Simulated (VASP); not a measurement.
AlN (wurtzite):

```
CELL_PARAMETERS angstrom
      1.55500    -2.69334     0.00000
      1.55500     2.69334     0.00000
      0.00000     0.00000     4.98000
ATOMIC_POSITIONS crystal
  Al 0.66667 0.33333 0.50000
  Al 0.33333 0.66667 0.00000
  N  0.66667 0.33333 0.88200
  N  0.33333 0.66667 0.38200
```

The lowest empty band near Γ, direction a*, from mBJ (TB09) with spin-orbit coupling in VASP (PAW); its two spin partners are averaged. The gap over the points computed is 5.37 eV, and the next band on that side lies 2.55 eV away at the edge.

Numerical set-up: 520 eV cut-off, 9×9×5 Γ-centred mesh, Gaussian smearing of 0.050 eV, potentials Al N.

```tsv
distance from the edge in k (1/Å)	distance in energy (meV)
0.018	3.6
0.025	6.9
0.035	13.6
0.050	27.6
0.070	53.8
```

### Question
Fit E(1 + αE) = ħ²k²/2m* (ħ²/2m0 = 3.810 eV Å²) and predict the row at 0.095 1/Å.

### Answer
The rows don't resolve α, so a parabola serves: the electron mass is m* = 0.346 m0, and so 99.3 meV. The run gave 98.1 meV, -1.2 meV from the fit.

Left out are points under 3 meV from the edge, since the levels carry 0.1 meV, and points farther than half the way to the next band.

The compound is AlN in the wurtzite structure. The cell was not relaxed at this level.
